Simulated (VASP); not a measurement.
Method: PBE GGA, VASP's PBE PAW potentials (set 64) (plane waves; VASP 6.6.1).

VASP ran on this input.

**KPOINTS**
```
Automatic
0
G
  7 7 4
0 0 0
```

POSCAR:
```
GaN
5.29380
  0.3073217726  -0.5322968378   0.0000000000
  0.3073217726   0.5322968378   0.0000000000
  0.0000000000   0.0000000000   1.0000000000
Ga N
2 2
direct
  0.6666670000   0.3333330000   0.5000000000
  0.3333330000   0.6666670000   0.0000000000
  0.6666670000   0.3333330000   0.8770000000
  0.3333330000   0.6666670000   0.3770000000
```

INCAR:
```
SYSTEM = GaN
PREC = Low; ENCUT = 520; LREAL = .FALSE.
LASPH = .TRUE.
EDIFF = 1E-6; NELM = 100; ALGO = Normal
LMAXMIX = 4
ISMEAR = 0; SIGMA = 0.05
GGA = PE
ISIF = 2
LWAVE = .FALSE.; LCHARG = .FALSE.
```

POTCAR, in this order: Ga_d N (PBE.64 set). Program: vasp_std.

Problem. What does the run give for the energy per atom (σ→0), pressure?

Solution. 
```yaml
energy per atom (σ→0): -6.077 eV/atom
pressure: -49.5 kbar
```

File OSZICAR:
```
...
DAV:   9    -0.243075567020E+02    0.22684E-01   -0.11245E-01  1874   0.542E+00    0.374E-01
DAV:  10    -0.243086547231E+02   -0.10980E-02   -0.57181E-03  1222   0.835E-01    0.128E-01
DAV:  11    -0.243084535312E+02    0.20119E-03   -0.22969E-03  1606   0.847E-01    0.472E-02
DAV:  12    -0.243084776070E+02   -0.24076E-04   -0.24326E-04  1116   0.115E-01    0.392E-02
DAV:  13    -0.243084773012E+02    0.30575E-06   -0.82922E-05  1514   0.140E-01    0.209E-02
DAV:  14    -0.243084754849E+02    0.18164E-05   -0.10956E-05  1220   0.285E-02    0.163E-02
DAV:  15    -0.243084748963E+02    0.58855E-06   -0.14546E-06   800   0.107E-02
   1 F= -.24308475E+02 E0= -.24308475E+02  d E =-.523153E-14
```

The compound is GaN in the wurtzite structure. The cell was not relaxed at this level. The run is one of a series of settings (PREC = Low against the base run), some of them coarse on purpose.
